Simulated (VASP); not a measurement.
Computed with LDA (Ceperley-Alder, Perdew-Zunger), VASP's LDA PAW potentials (set 64) (plane waves; VASP).

The input files of a VASP run:

**KPOINTS**
```
Automatic mesh
0
Gamma
7 7 6
0 0 0
```

POSCAR:
```
Ga
1
    2.1891460068    -3.7513866363     0.0000000000
    2.1891460068     3.7513866363    -0.0000000000
    0.0000000000     0.0000000000     4.4968328906
Ga
4
Direct
  0.1559749730   0.8440250270   0.9169000123
  0.3440250270   0.6559749730   0.4169000123
  0.6559749730   0.3440250270   0.5830999877
  0.8440250270   0.1559749730   0.0830999877
```

**INCAR**
```
SYSTEM = Ga
PREC = Accurate; ENCUT = 520; LREAL = .FALSE.
LASPH = .TRUE.
EDIFF = 1E-6; NELM = 100; ALGO = Normal
LMAXMIX = 4
ISMEAR = 1; SIGMA = 0.1
IBRION = 2; NSW = 60; ISIF = 3
EDIFFG = -0.02
LWAVE = .FALSE.; LCHARG = .FALSE.
```

POTCAR, in this order: Ga_d (LDA.64 set). Program: vasp_std.

What VASP printed:

File OUTCAR:
```
 ion  position               nearest neighbor table
   1  0.156  0.844  0.917-   4 2.46   3 2.65   3 2.65   2 2.65   2 2.65   4 2.71   4 2.71
   2  0.344  0.656  0.417-   3 2.46   4 2.65   4 2.65   1 2.65   1 2.65   3 2.71   3 2.71
   3  0.656  0.344  0.583-   2 2.46   1 2.65   1 2.65   4 2.65   4 2.65   2 2.71   2 2.71
   4  0.844  0.156  0.083-   1 2.46   2 2.65   2 2.65   3 2.65   3 2.65   1 2.71   1 2.71
  LATTYP: Found a base centered orthorhombic cell.
 ALAT       =     4.3782920136
 B/A-ratio  =     1.7136301666
 C/A-ratio  =     1.0270746850
 Subroutine PRICEL returns:
 Original cell was already a primitive cell.
 Subroutine GETGRP returns: Found  8 space group operations
The static configuration has the point symmetry C_2h.
 The point group associated with its full space group is D_2h.
The dynamic configuration has the point symmetry C_2h.
 Subroutine INISYM returns: Found  8 space group operations
 Subroutine IBZKPT returns following result:
 Found     64 irreducible k-points:

 Following reciprocal coordinates:
            Coordinates               Weight
  0.000000  0.000000  0.000000      1.000000
  0.142857  0.000000  0.000000      4.000000
  0.285714  0.000000  0.000000      4.000000
  0.428571 -0.000000  0.000000      4.000000
  0.142857  0.142857  0.000000      2.000000
  0.285714  0.142857  0.000000      4.000000
  0.428571  0.142857  0.000000      4.000000
 -0.428571  0.142857  0.000000      4.000000
 -0.285714  0.142857  0.000000      4.000000
 -0.142857  0.142857  0.000000      2.000000
  0.285714  0.285714  0.000000      2.000000
  0.428571  0.285714  0.000000      4.000000
 -0.428571  0.285714  0.000000      4.000000
 -0.285714  0.285714  0.000000      2.000000
  0.428571  0.428571  0.000000      2.000000
 -0.428571  0.428571  0.000000      2.000000
  0.000000  0.000000  0.166667      2.000000
  0.142857  0.000000  0.166667      8.000000
  0.285714  0.000000  0.166667      8.000000
  0.428571 -0.000000  0.166667      8.000000
  0.142857  0.142857  0.166667      4.000000
  0.285714  0.142857  0.166667      8.000000
  0.428571  0.142857  0.166667      8.000000
 -0.428571  0.142857  0.166667      8.000000
 -0.285714  0.142857  0.166667      8.000000
 -0.142857  0.142857  0.166667      4.000000
  0.285714  0.285714  0.166667      4.000000
  0.428571  0.285714  0.166667      8.000000
 -0.428571  0.285714  0.166667      8.000000
 -0.285714  0.285714  0.166667      4.000000
  0.428571  0.428571  0.166667      4.000000
 -0.428571  0.428571  0.166667      4.000000
  0.000000  0.000000  0.333333      2.000000
  0.142857  0.000000  0.333333      8.000000
  0.285714  0.000000  0.333333      8.000000
  0.428571 -0.000000  0.333333      8.000000
  0.142857  0.142857  0.333333      4.000000
  0.285714  0.142857  0.333333      8.000000
  0.428571  0.142857  0.333333      8.000000
 -0.428571  0.142857  0.333333      8.000000
   k-points           NKPTS =     64   k-points in BZ     NKDIM =     64   number of bands    NBANDS=     31
   number of dos      NEDOS =    301   number of ions     NIONS =      4
   total plane-waves  NPLWV =  36864
   dimension x,y,z NGX =    32 NGY =   32 NGZ =   36
   dimension x,y,z NGXF=    64 NGYF=   64 NGZF=   72
   ions per type =               4
   PREC   = accura    normal or accurate (medium, high low for compatibility)
   ISTART =      0    job   : 0-new  1-cont  2-samecut
   ICHARG =      2    charge: 1-file 2-atom 10-const
   ISPIN  =      1    spin polarized calculation?
   LNONCOLLINEAR =      F non collinear calculations
   LSORBIT =      F    spin-orbit coupling
   INIWAV =      1    electr: 0-lowe 1-rand  2-diag
   ENCUT  =  520.0 eV  38.22 Ry    6.18 a.u.   8.08  8.08  8.36*2*pi/ulx,y,z
...
```

**OSZICAR**
```
       N       E                     dE             d eps       ncg     rms          rms(c)
DAV:   1     0.357279002374E+03    0.35728E+03   -0.26221E+04  4026   0.323E+03
DAV:   2     0.271699287911E+02   -0.33011E+03   -0.32464E+03  4066   0.574E+02
DAV:   3    -0.134030917925E+02   -0.40573E+02   -0.40240E+02  4514   0.156E+02
DAV:   4    -0.146095542054E+02   -0.12065E+01   -0.11998E+01  4448   0.309E+01
DAV:   5    -0.146353033518E+02   -0.25749E-01   -0.25744E-01  4834   0.460E+00    0.275E+00
DAV:   6    -0.144721044010E+02    0.16320E+00   -0.28642E-01  4749   0.781E+00    0.145E+00
DAV:   7    -0.144262810860E+02    0.45823E-01   -0.81292E-02  5337   0.292E+00    0.313E-01
DAV:   8    -0.144231960842E+02    0.30850E-02   -0.18450E-02  4283   0.160E+00    0.505E-02
DAV:   9    -0.144232540301E+02   -0.57946E-04   -0.10080E-03  4689   0.370E-01    0.269E-02
DAV:  10    -0.144232414063E+02    0.12624E-04   -0.24642E-04  4544   0.205E-01    0.547E-03
DAV:  11    -0.144232431145E+02   -0.17082E-05   -0.32699E-05  4837   0.698E-02    0.420E-03
DAV:  12    -0.144232423571E+02    0.75741E-06   -0.96900E-06  4454   0.415E-02
   1 F= -.14423242E+02 E0= -.14423111E+02  d E =-.144232E+02
       N       E                     dE             d eps       ncg     rms          rms(c)
DAV:   1    -0.144540070529E+02   -0.30764E-01   -0.44763E-01  4465   0.876E+00    0.104E+00
DAV:   2    -0.144305235712E+02    0.23483E-01   -0.65674E-02  4738   0.367E+00    0.464E-01
DAV:   3    -0.144245080506E+02    0.60155E-02   -0.72234E-03  4897   0.110E+00    0.109E-01
DAV:   4    -0.144238784466E+02    0.62960E-03   -0.18620E-03  4272   0.452E-01    0.194E-02
DAV:   5    -0.144238813758E+02   -0.29292E-05   -0.18557E-04  4651   0.152E-01    0.594E-03
DAV:   6    -0.144238782441E+02    0.31317E-05   -0.43565E-05  4774   0.820E-02    0.277E-03
DAV:   7    -0.144238781606E+02    0.83506E-07   -0.26789E-06  3343   0.180E-02
   2 F= -.14423878E+02 E0= -.14423752E+02  d E =-.635804E-03
       N       E                     dE             d eps       ncg     rms          rms(c)
DAV:   1    -0.144258356953E+02   -0.19575E-02   -0.28947E-02  4472   0.225E+00    0.263E-01
DAV:   2    -0.144243351003E+02    0.15006E-02   -0.41453E-03  4752   0.913E-01    0.118E-01
DAV:   3    -0.144239445403E+02    0.39056E-03   -0.48488E-04  4890   0.286E-01    0.269E-02
DAV:   4    -0.144239048306E+02    0.39710E-04   -0.12064E-04  4278   0.117E-01    0.521E-03
DAV:   5    -0.144239049180E+02   -0.87402E-07   -0.12015E-05  4540   0.388E-02    0.156E-03
DAV:   6    -0.144239046817E+02    0.23633E-06   -0.26907E-06  2768   0.214E-02
   3 F= -.14423905E+02 E0= -.14423778E+02  d E =-.662325E-03
       N       E                     dE             d eps       ncg     rms          rms(c)
DAV:   1    -0.144239634278E+02   -0.58510E-04   -0.81707E-04  4423   0.379E-01    0.440E-02
DAV:   2    -0.144239212146E+02    0.42213E-04   -0.11641E-04  4745   0.153E-01    0.197E-02
DAV:   3    -0.144239104075E+02    0.10807E-04   -0.13434E-05  4848   0.478E-02    0.454E-03
DAV:   4    -0.144239092605E+02    0.11470E-05   -0.30181E-06  2923   0.191E-02    0.844E-04
DAV:   5    -0.144239092716E+02   -0.11079E-07   -0.40062E-07  2026   0.753E-03
   4 F= -.14423909E+02 E0= -.14423783E+02  d E =-.666914E-03
       N       E                     dE             d eps       ncg     rms          rms(c)
DAV:   1    -0.144239168504E+02   -0.75899E-05   -0.13028E-04  4472   0.151E-01    0.179E-02
DAV:   2    -0.144239098376E+02    0.70128E-05   -0.19070E-05  4619   0.623E-02    0.805E-03
DAV:   3    -0.144239080073E+02    0.18303E-05   -0.20212E-06  2180   0.195E-02    0.187E-03
DAV:   4    -0.144239078242E+02    0.18315E-06   -0.57645E-07  2068   0.824E-03
   5 F= -.14423908E+02 E0= -.14423782E+02  d E =-.665467E-03
       N       E                     dE             d eps       ncg     rms          rms(c)
DAV:   1    -0.144242340226E+02   -0.32602E-03   -0.27730E-02  4710   0.114E+00    0.954E-02
DAV:   2    -0.144241166487E+02    0.11737E-03   -0.11186E-03  4795   0.433E-01    0.522E-02
DAV:   3    -0.144240449651E+02    0.71684E-04   -0.20677E-04  5842   0.142E-01    0.922E-03
DAV:   4    -0.144240475980E+02   -0.26329E-05   -0.49526E-05  4094   0.685E-02    0.426E-03
DAV:   5    -0.144240471194E+02    0.47865E-06   -0.17892E-06  3094   0.133E-02
   6 F= -.14424047E+02 E0= -.14423914E+02  d E =-.139295E-03
       N       E                     dE             d eps       ncg     rms          rms(c)
DAV:   1    -0.144249680014E+02   -0.92040E-03   -0.12093E-01  4717   0.239E+00    0.199E-01
DAV:   2    -0.144244616428E+02    0.50636E-03   -0.49042E-03  4798   0.905E-01    0.109E-01
DAV:   3    -0.144241509039E+02    0.31074E-03   -0.88837E-04  5959   0.296E-01    0.194E-02
DAV:   4    -0.144241620022E+02   -0.11098E-04   -0.21286E-04  4087   0.141E-01    0.888E-03
DAV:   5    -0.144241600575E+02    0.19447E-05   -0.91844E-06  4983   0.278E-02    0.299E-03
DAV:   6    -0.144241600028E+02    0.54757E-07   -0.12011E-06  2438   0.126E-02
   7 F= -.14424160E+02 E0= -.14424012E+02  d E =-.252179E-03
       N       E                     dE             d eps       ncg     rms          rms(c)
DAV:   1    -0.144246011064E+02   -0.44105E-03   -0.38483E-02  4723   0.157E+00    0.129E-01
DAV:   2    -0.144243190401E+02    0.28207E-03   -0.19073E-03  4591   0.560E-01    0.565E-02
DAV:   3    -0.144242393756E+02    0.79664E-04   -0.22271E-04  5994   0.137E-01    0.151E-02
DAV:   4    -0.144242302302E+02    0.91454E-05   -0.23904E-05  4130   0.437E-02    0.346E-03
DAV:   5    -0.144242297317E+02    0.49849E-06   -0.11486E-06  2566   0.108E-02
   8 F= -.14424230E+02 E0= -.14424083E+02  d E =-.697289E-04
```

File OUTCAR:
```
------------------------ aborting loop because EDIFF is reached ----------------------------------------
  FORCE on cell =-STRESS in cart. coord.  units (eV):
  Direction    XX          YY          ZZ          XY          YZ          ZX
  --------------------------------------------------------------------------------------
  Total        0.0671471     -0.0056032      0.0369486      0.0000000      0.0000000      0.0000000
  in kB        1.4641672     -0.1221802      0.8056788      0.0000000      0.0000000      0.0000000
  external PRESSURE =       0.7158886 kB  Pullay stress =       0.0000000 kB
  volume of cell :       73.48
      direct lattice vectors                 reciprocal lattice vectors
     2.180923235 -3.754509280 -0.000000000     0.229260706 -0.133173196  0.000000000
     2.180923235  3.754509280  0.000000000     0.229260706  0.133173196 -0.000000000
     0.000000000  0.000000000  4.486661593     0.000000000 -0.000000000  0.222882867
 POSITION                                       TOTAL-FORCE (eV/Angst)
 -----------------------------------------------------------------------------------
      2.18092      2.58582      4.10807         0.000000     -0.005822     -0.008000
      2.18092      1.16869      1.86474         0.000000      0.005822     -0.008000
      2.18092     -1.16869      2.62192         0.000000     -0.005822      0.008000
      2.18092     -2.58582      0.37859         0.000000      0.005822      0.008000
 -----------------------------------------------------------------------------------
    total drift:                                0.000000     -0.000000      0.000000
  FREE ENERGIE OF THE ION-ELECTRON SYSTEM (eV)
  ---------------------------------------------------
  free  energy   TOTEN  =       -14.4242297317 eV

  energy  without entropy=      -14.4237885979  energy(sigma->0) =      -14.42408269

 reached required accuracy - stopping structural energy minimisation
```
(Selected blocks of OUTCAR.)

### CONTCAR
```
Ga
   1.00000000000000
     2.1809232353035286   -3.7545092795029600   -0.0000000000000000
     2.1809232353035286    3.7545092795029600    0.0000000000000000
     0.0000000000000000    0.0000000000000000    4.4866615931249587
  Ga
     4
Direct
     0.1556376925957313    0.8443623074042687    0.9156188978521593
     0.3443623074042687    0.6556376925957313    0.4156188978521593
     0.6556376925957313    0.3443623074042687    0.5843811021478407
     0.8443623074042687    0.1556376925957313    0.0843811021478406
```

OUTCAR:
```
 val. band max:        5.3951921683   @ k =  -0.2857   0.1429   0.1667

 cond. band min:       5.4516611498   @ k =   0.2857   0.2857   0.0000


 Fermi energy:         5.4186081725

 k-point     1 :       0.0000    0.0000    0.0000
  band No.  band energies     occupation
      1      -9.9970      2.00000
      2      -9.9760      2.00000
      3      -9.9302      2.00000
      4      -9.9209      2.00000
      5      -9.9157      2.00000
      6      -9.8778      2.00000
      7      -9.8105      2.00000
      8      -9.7455      2.00000
      9      -9.7108      2.00000
     10      -9.7004      2.00000
     11      -9.6871      2.00000
     12      -9.6745      2.00000
     13      -9.6567      2.00000
     14      -9.6250      2.00000
     15      -9.5811      2.00000
     16      -9.5323      2.00000
     17      -9.4771      2.00000
     18      -9.4665      2.00000
     19      -9.4181      2.00000
     20      -9.3520      2.00000
     21      -6.1648      2.00000
     22       0.9529      2.00000
     23       1.2972      2.00000
     24       3.6259      2.00000
     25       3.9835      2.00000
     26       4.5355      2.00000
     27       6.3890     -0.00000
     28       6.4051     -0.00000
     29       6.5231     -0.00000
     30      10.7882      0.00000
     31      10.9018      0.00000

 k-point     2 :       0.1429    0.0000    0.0000
  band No.  band energies     occupation
      1     -10.0004      2.00000
      2      -9.9660      2.00000
      3      -9.9400      2.00000
      4      -9.9293      2.00000
      5      -9.8962      2.00000
      6      -9.8713      2.00000
      7      -9.8124      2.00000
      8      -9.7956      2.00000
      9      -9.7184      2.00000
     10      -9.7173      2.00000
     11      -9.6567      2.00000
     12      -9.6550      2.00000
     13      -9.6497      2.00000
     14      -9.6162      2.00000
     15      -9.5733      2.00000
     16      -9.5175      2.00000
     17      -9.4825      2.00000
...
```

The compound is Ga in the alpha structure. This run relaxes it. Symmetry was kept, so distortions that lower it aren't found. The start is the result of an earlier pass.
